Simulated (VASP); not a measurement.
All values below come from PBE GGA with D3 dispersion (Becke-Johnson damping), VASP's PBE PAW potentials (set 64) (plane waves; VASP).

VASP input:

### KPOINTS
```
Automatic mesh
0
Gamma
8 8 8
0 0 0
```

INCAR:
```
! general
SYSTEM  = GaP
PREC    = Accurate
ENCUT   = 520
LREAL   = .FALSE.
LASPH   = .TRUE.

! electronic loop
EDIFF   = 1E-7
NELM    = 100
ALGO    = Normal
LMAXMIX = 4

! smearing
ISMEAR  = 0
SIGMA   = 0.05

! functional
GGA     = PE
IVDW    = 12

! ions
ISIF    = 2

! output
LWAVE   = .FALSE.
LCHARG  = .FALSE.
```

### POSCAR
```
GaP
1
    0.0000000000     2.7759697559     2.7759697559
    2.7759697559     0.0000000000     2.7759697559
    2.7759697559     2.7759697559     0.0000000000
Ga P
1 1
Direct
  0.0000000000   0.0000000000   0.0000000000
  0.2500000000   0.2500000000   0.2500000000
```

POTCAR, in this order: Ga_d P (PBE.64 set). Program: vasp_std.

Question: Predict the energy per atom (σ→0), dispersion energy, pressure, band gap (on the k-mesh).

Answer: 
- energy per atom (σ→0) = -4.858 eV/atom
- dispersion energy = -0.596 eV
- band gap (on the k-mesh) = 1.37 eV
- pressure = -4.26 GPa

**OSZICAR**
```
...
DAV:   8    -0.911902023438E+01   -0.23042E-03   -0.13537E-02   894   0.171E+00    0.135E-01
DAV:   9    -0.911940906018E+01   -0.38883E-03   -0.15562E-03   960   0.689E-01    0.935E-02
DAV:  10    -0.911948035489E+01   -0.71295E-04   -0.12906E-04  1030   0.118E-01    0.483E-02
DAV:  11    -0.911955887032E+01   -0.78515E-04   -0.12305E-04   819   0.117E-01    0.719E-03
DAV:  12    -0.911955797521E+01    0.89512E-06   -0.49959E-06  1004   0.359E-02    0.229E-03
DAV:  13    -0.911955836421E+01   -0.38900E-06   -0.14260E-06   874   0.119E-02    0.176E-03
DAV:  14    -0.911955834895E+01    0.15261E-07   -0.74145E-08   652   0.303E-03
   1 F= -.97154314E+01 E0= -.97154314E+01  d E =-.261998E-15
```

The compound is GaP in the zinc blende structure. This cell is one point of a volume scan, at 1.06 of the reference volume.
